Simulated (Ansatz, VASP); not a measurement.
# One calculation of SnAu, two programs

Contents of INCAR:

```
SYSTEM = SnAu
PREC = Accurate
ENCUT = 520
EDIFF = 1E-6
ISMEAR = 0
SIGMA = 0.15
LREAL = .False.
LASPH = .True.
NELM = 100
ALGO = Fast
ISIF = 2
LWAVE = .False.
LCHARG = .False.
GGA = CA
NBANDS = 33
```

KPOINTS

```
regular mesh
0
Gamma
  15 15 10
  0 0 0
```

Contents of POSCAR:

```
SnAu
1.0
    4.2941130354      0.0000000000      0.0000000000
   -2.1470565177      3.7188109754      0.0000000000
    0.0000000000      0.0000000000      5.5060357795
Sn Au
2 2
Direct
    0.3333333333      0.6666666667      0.2500000000
    0.6666666667      0.3333333333      0.7500000000
    0.0000000000      0.0000000000      0.0000000000
    0.0000000000      0.0000000000      0.5000000000
```

Input for Ansatz:

```yaml
crystal:
  lattice:
    - [4.2941130354, 0.0, 0.0]
    - [-2.1470565177, 3.7188109754, 0.0]
    - [0.0, 0.0, 5.5060357795]
  atoms:
    - { symbol: Sn, position: [0.3333333333, 0.6666666667, 0.25] }
    - { symbol: Sn, position: [0.6666666667, 0.3333333333, 0.75] }
    - { symbol: Au, position: [0.0, 0.0, 0.0] }
    - { symbol: Au, position: [0.0, 0.0, 0.5] }
basis:
  ecutwfc: 420
kpoints:
  mp_grid: { grid: [15, 15, 10] }
hamiltonian:
  xc: lda
scf:
  occupations: { method: gaussian, width: 0.15 }
output:
  forces: true
  stress: true
  eigenvalues: true
```

Alike in both runs: task single point; functional LDA; k mesh 15 × 15 × 10; occupations gaussian, width 0.15 eV; no spin polarisation.

|  | VASP | Ansatz |
| --- | --- | --- |
| version | VASP 6.6.1 | Ansatz 0.2.0 |
| potentials or method | VASP PAW LDA potentials, release 64 (Sn_d, Au) | scalar-relativistic, plane waves, PAW |
| plane-wave cutoff (eV) | 520 | 420 |
| valence electrons in the cell | 50 | 66 |

```csv
,VASP,Ansatz,Ansatz less VASP
gap on the k mesh at the Fermi level (eV),none,none,-
pressure (GPa),0.0,-0.1,-0.12
largest component of the traceless stress (GPa),0.08,0.04,-0.039
```

A gap of «none» marks a metal or a gap that the smearing closes. The two sets of potentials don't hold the same shells in valence.

The runs have no spin-orbit coupling, so splittings on Au are missing.
